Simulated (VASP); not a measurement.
Here is the system:

```
ZnS
1.0
    0.00000     2.69082     2.69082
    2.69082     0.00000     2.69082
    2.69082     2.69082     0.00000
Zn S
1 1
Direct
  0.00000   0.00000   0.00000
  0.25000   0.25000   0.25000
```

Method: vdW-DF-cx, VASP's PBE PAW potentials (set 64) (plane waves; VASP 6.6.1). Run with 520 eV cut-off, 10×10×10 Γ-centred mesh, tetrahedra with Blöchl corrections, potentials Zn S.

**Question.** Tabulate the total density of states (states/eV per cell) against energy (eV; zero at the valence-band maximum or, without a gap, the Fermi level).

**Answer.** 
(E (eV), DOS (states/eV)): (-9.95, 0.00); (-9.71, 0.00); (-9.47, 0.00); (-9.11, 0.00); (-8.87, 0.00); (-8.63, 0.00); (-8.39, 0.00); (-8.15, 0.00); (-7.91, 0.00); (-7.55, 0.00); (-7.31, 0.00); (-7.07, 0.00); (-6.83, 0.00); (-6.59, 0.00); (-6.23, 12.0); (-5.99, 11.8); (-5.75, 4.46); (-5.51, 0.28); (-5.27, 0.06); (-4.91, 0.63); (-4.67, 2.97); (-4.43, 1.18); (-4.19, 0.80); (-3.95, 0.58); (-3.71, 0.48); (-3.35, 0.32); (-3.11, 0.74); (-2.87, 1.66); (-2.63, 1.26); (-2.39, 1.47); (-2.03, 1.86); (-1.79, 1.80); (-1.55, 1.80); (-1.31, 1.81); (-1.07, 1.82); (-0.71, 1.03); (-0.47, 0.71); (-0.23, 0.36); (0.01, 0.01); (0.25, 0.00); (0.49, 0.00); (0.85, 0.00); (1.09, 0.00); (1.33, 0.00); (1.57, 0.00); (1.81, 0.00); (2.17, 0.00); (2.41, 0.01); (2.65, 0.02); (2.89, 0.04); (3.13, 0.07); (3.49, 0.37); (3.73, 0.80); (3.97, 1.03); (4.21, 1.48); (4.45, 2.12); (4.69, 1.76); (5.05, 0.94); (5.29, 0.76); (5.53, 0.69)
Within 2 eV below the valence-band maximum the largest weight inside VASP's projection spheres is S p, then Zn d.

The compound is ZnS in the zinc blende structure. It was relaxed first.
